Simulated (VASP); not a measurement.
OSZICAR of a VASP run on KMgF₃ (cubic perovskite):

OSZICAR:
```
       N       E                     dE             d eps       ncg     rms          rms(c)
DAV:   1     0.250105023626E+03    0.25011E+03   -0.17672E+04   800   0.157E+03
DAV:   2    -0.182127611691E+02   -0.26832E+03   -0.26055E+03  1040   0.403E+02
DAV:   3    -0.288663055276E+02   -0.10654E+02   -0.10625E+02   956   0.787E+01
DAV:   4    -0.292085954602E+02   -0.34229E+00   -0.34167E+00  1384   0.131E+01
DAV:   5    -0.292102692302E+02   -0.16738E-02   -0.16737E-02   936   0.876E-01    0.855E+00
DAV:   6    -0.271761531627E+02    0.20341E+01   -0.88057E+00   896   0.222E+01    0.381E+00
DAV:   7    -0.271217487465E+02    0.54404E-01   -0.25139E-01  1068   0.345E+00    0.259E+00
DAV:   8    -0.270853413362E+02    0.36407E-01   -0.59826E-02   932   0.271E+00    0.284E-01
DAV:   9    -0.270844564541E+02    0.88488E-03   -0.10453E-02  1192   0.719E-01    0.100E-01
DAV:  10    -0.270845248590E+02   -0.68405E-04   -0.53575E-04  1004   0.172E-01    0.302E-02
DAV:  11    -0.270845255209E+02   -0.66196E-06   -0.25558E-05  1040   0.458E-02    0.176E-02
DAV:  12    -0.270845237674E+02    0.17535E-05   -0.73807E-06   960   0.237E-02    0.151E-03
DAV:  13    -0.270845237943E+02   -0.26846E-07   -0.36973E-07   952   0.383E-03
   1 F= -.27084524E+02 E0= -.27084524E+02  d E =-.308377E-13
```

Q: Which electronic solver shows in the log?

A: It is blocked Davidson (ALGO = Normal, or the opening steps of other solvers). The INCAR had ALGO = Normal.

Q: Can the final energy be trusted as converged?

A: The calculation finished and met its thresholds. It stopped with EDIFF = 1E-7, NELM = 100 (LDA (Ceperley-Alder, Perdew-Zunger), plane waves, VASP's LDA PAW potentials (set 64)).

The compound is KMgF3 in the cubic perovskite structure. This cell is one point of a volume scan, at 1.06 of the reference volume.
